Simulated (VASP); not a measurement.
Method: rev-vdW-DF2, VASP's PBE PAW potentials (set 64) (plane waves; VASP 6.6.1).

Input for VASP

### INCAR
```
# general
SYSTEM    =  Pt
PREC      =  Accurate
ENCUT     =  520   # plane-wave cut-off (eV)
LREAL     =  F   # projection in real space or not
LASPH     =  T

# electronic loop
EDIFF     =  1E-7   # SCF stop (eV)
NELM      =  100   # most electronic steps
ALGO      =  Normal   # blocked Davidson
LMAXMIX   =  6   # l cut-off of mixed one-centre charges

# smearing
ISMEAR    =  -5   # tetrahedra, Bloechl

# functional
GGA       =  MK
LUSE_VDW  =  T
AGGAC     =  0.0
PARAM1    =  0.1234568
PARAM2    =  0.7114
ZAB_VDW   =  -1.8867

# ions
ISIF      =  2

# output
LWAVE     =  F
LCHARG    =  T
LORBIT    =  11   # lm-projected
NEDOS     =  601   # DOS grid
```

File POSCAR:
```
Pt
1
    0.0000000000     1.9742957699     1.9742957699
    1.9742957699     0.0000000000     1.9742957699
    1.9742957699     1.9742957699     0.0000000000
Pt
1
Direct
  0.0000000000   0.0000000000   0.0000000000
```

**KPOINTS**
```
K-points
0
G
 18 18 18
```

POTCAR, in this order: Pt (PBE.64 set). Program: vasp_std.

Unless said otherwise, spin-orbit coupling is left out, though it shifts the bands of the heavy elements here.

### Question
Estimate the energy per atom (σ→0), band gap (on the k-mesh).

### Answer

| Property | Value |
|---|---|
| energy per atom (σ→0) | -4.046 eV/atom |
| band gap (on the k-mesh) | none (metal, semimetal or under 0.01 eV) |

**OSZICAR**
```
...
DAV:   5    -0.444182746803E+01   -0.88268E-05   -0.87987E-05  4017   0.828E-02    0.121E+01
DAV:   6    -0.408802592029E+01    0.35380E+00   -0.97092E-01  3592   0.884E+00    0.635E+00
DAV:   7    -0.404997221420E+01    0.38054E-01   -0.14491E-01  3754   0.329E+00    0.251E+00
DAV:   8    -0.404644264343E+01    0.35296E-02   -0.57945E-03  3772   0.769E-01    0.496E-01
DAV:   9    -0.404624544437E+01    0.19720E-03   -0.17096E-04  3711   0.134E-01    0.137E-02
DAV:  10    -0.404624531090E+01    0.13347E-06   -0.30439E-06  4236   0.164E-02    0.336E-03
DAV:  11    -0.404624530314E+01    0.77523E-08   -0.42768E-08  2941   0.221E-03
   1 F= -.40462453E+01 E0= -.40462453E+01  d E =0.000000E+00
```

The compound is Pt in the fcc structure. It was relaxed first.
